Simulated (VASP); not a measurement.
Consider the following.

```
CELL_PARAMETERS angstrom
     10.93707     0.00000     0.00000
      0.00000    10.93707     0.00000
      0.00000     0.00000    10.93707
ATOMIC_POSITIONS crystal
  Si 0.50000 0.00000 0.00000
  Si 0.62500 0.12500 0.12500
  Si 0.75000 0.25000 0.00000
  Si 0.87500 0.37500 0.12500
  Si 0.75000 0.00000 0.25000
  Si 0.87500 0.12500 0.37500
  Si 0.00000 0.00000 0.00000
  Si 0.12500 0.12500 0.12500
  Si 0.25000 0.25000 0.00000
  Si 0.37397 0.37349 0.12512
  Si 0.50000 0.50000 0.00000
  Si 0.62500 0.62500 0.12500
  Si 0.75000 0.75000 0.00000
  Si 0.87500 0.87500 0.12500
  Si 0.25000 0.00000 0.25000
  Si 0.37110 0.12069 0.37180
  Si 0.49776 0.24604 0.25393
  Si 0.62543 0.37930 0.37866
  Si 0.75000 0.50000 0.25000
  Si 0.87500 0.62500 0.37500
  Si 0.50000 0.00000 0.50000
  Si 0.62500 0.12500 0.62500
  Si 0.75000 0.25000 0.50000
  Si 0.87500 0.37500 0.62500
  Si 0.75000 0.00000 0.75000
  Si 0.87500 0.12500 0.87500
  Si 0.00000 0.50000 0.00000
  Si 0.12500 0.62500 0.12500
  Si 0.25000 0.75000 0.00000
  Si 0.37500 0.87500 0.12500
  Si 0.00000 0.25000 0.25000
  Si 0.12608 0.37284 0.37661
  Si 0.24714 0.50206 0.25108
  Si 0.37597 0.62676 0.37537
  Si 0.50000 0.75000 0.25000
  Si 0.62500 0.87500 0.37500
  Si 0.00000 0.00000 0.50000
  Si 0.12500 0.12500 0.62500
  Si 0.25366 0.24926 0.50048
  Si 0.37612 0.37931 0.62652
  Si 0.49951 0.49746 0.50355
  Si 0.62500 0.62500 0.62500
  Si 0.75000 0.75000 0.50000
  Si 0.87500 0.87500 0.62500
  Si 0.25000 0.00000 0.75000
  Si 0.37500 0.12500 0.87500
  Si 0.50000 0.25000 0.75000
  Si 0.62500 0.37500 0.87500
  Si 0.75000 0.50000 0.75000
  Si 0.87500 0.62500 0.87500
  Si 0.00000 0.75000 0.25000
  Si 0.12500 0.87500 0.37500
  Si 0.00000 0.50000 0.50000
  Si 0.12500 0.62500 0.62500
  Si 0.25000 0.75000 0.50000
  Si 0.37500 0.87500 0.62500
  Si 0.00000 0.25000 0.75000
  Si 0.12500 0.37500 0.87500
  Si 0.25000 0.50000 0.75000
  Si 0.37500 0.62500 0.87500
  Si 0.50000 0.75000 0.75000
  Si 0.62500 0.87500 0.87500
  Si 0.00000 0.75000 0.75000
  Si 0.12500 0.87500 0.87500
  Cu 0.37613 0.37755 0.37540
```

All values below come from PBE GGA, VASP's PBE PAW potentials (set 64) (plane waves; VASP 6.6.1). Settings: PREC = Normal, LREAL = Auto, ISYM = 0, EDIFF = 1E-5, 400 eV cut-off, 1×1×1 Γ-centred mesh, Gaussian smearing of 0.050 eV, potentials Si Cu. Starting moments (MAGMOM): 65*0.0154. The cell's moment is fixed (NUPDOWN = 1).

The supercell is sampled at Γ alone, which is coarse: total energies, pressure and levels can be off, energies of defects by several tenths of an eV.

Problem. The ions are relaxed. Give the cell that the relaxation ends in.

Solution. 
```
CELL_PARAMETERS angstrom
     10.93707     0.00000     0.00000
      0.00000    10.93707     0.00000
      0.00000     0.00000    10.93707
ATOMIC_POSITIONS crystal
  Si 0.49966 0.99915 0.99934
  Si 0.62760 0.12263 0.12256
  Si 0.75125 0.25034 0.99928
  Si 0.87497 0.37499 0.12537
  Si 0.75085 0.99911 0.25037
  Si 0.87497 0.12497 0.37500
  Si 0.99962 0.99979 0.99971
  Si 0.12465 0.12484 0.12477
  Si 0.24978 0.24976 0.99960
  Si 0.37462 0.37481 0.12424
  Si 0.50002 0.49978 0.99982
  Si 0.62495 0.62492 0.12495
  Si 0.74999 0.75002 0.99998
  Si 0.87475 0.87499 0.12497
  Si 0.24924 0.99887 0.24952
  Si 0.37474 0.12248 0.37500
  Si 0.50246 0.24658 0.24794
  Si 0.62612 0.37504 0.37585
  Si 0.75016 0.49994 0.24999
  Si 0.87487 0.62448 0.37500
  Si 0.50020 0.99881 0.50031
  Si 0.62489 0.12492 0.62500
  Si 0.75078 0.24974 0.50042
  Si 0.87499 0.37491 0.62533
  Si 0.74991 0.99995 0.74999
  Si 0.87479 0.12483 0.87489
  Si 0.99885 0.49966 0.99932
  Si 0.12207 0.62803 0.12225
  Si 0.25044 0.75099 0.99890
  Si 0.37498 0.87485 0.12504
  Si 0.99948 0.24978 0.24998
  Si 0.12368 0.37482 0.37526
  Si 0.24633 0.50316 0.24713
  Si 0.37495 0.62643 0.37536
  Si 0.50020 0.75046 0.24986
  Si 0.62518 0.87477 0.37499
  Si 0.99910 0.99928 0.49974
  Si 0.12262 0.12267 0.62761
  Si 0.24811 0.24704 0.50282
  Si 0.37538 0.37526 0.62723
  Si 0.50333 0.50362 0.50414
  Si 0.62821 0.62842 0.62830
  Si 0.75152 0.75111 0.49965
  Si 0.87517 0.87522 0.62521
  Si 0.25030 0.99909 0.75108
  Si 0.37494 0.12492 0.87523
  Si 0.50038 0.24971 0.75119
  Si 0.62514 0.37488 0.87556
  Si 0.75100 0.49963 0.75134
  Si 0.87507 0.62513 0.87512
  Si 0.99856 0.75085 0.25047
  Si 0.12457 0.87480 0.37503
  Si 0.99929 0.49998 0.50040
  Si 0.12483 0.62506 0.62511
  Si 0.24964 0.75074 0.50039
  Si 0.37495 0.87478 0.62546
  Si 0.99905 0.25032 0.75121
  Si 0.12483 0.37496 0.87543
  Si 0.24944 0.50022 0.75101
  Si 0.37497 0.62464 0.87528
  Si 0.49964 0.75104 0.75167
  Si 0.62515 0.87519 0.87529
  Si 0.99990 0.75013 0.75007
  Si 0.12490 0.87496 0.87495
  Cu 0.37587 0.37754 0.37523
``` The cell ends with 1.00 μB, on the first 30 sites 0.00 0.02 0.00 0.00 0.00 0.00 0.00 0.00 0.00 0.00 0.00 0.00 0.00 0.00 0.00 0.00 0.00 0.00 0.00 0.00 0.00 0.00 0.00 0.00 0.00 0.00 0.00 0.02 0.00 0.00 μB.

Problem. How much energy does the relaxation gain?

Solution. The energy (σ→0) changes by -3.3 meV/atom, in 10 ionic steps.

The cell is a supercell with a defect, built from Si (diamond): Cu_i.
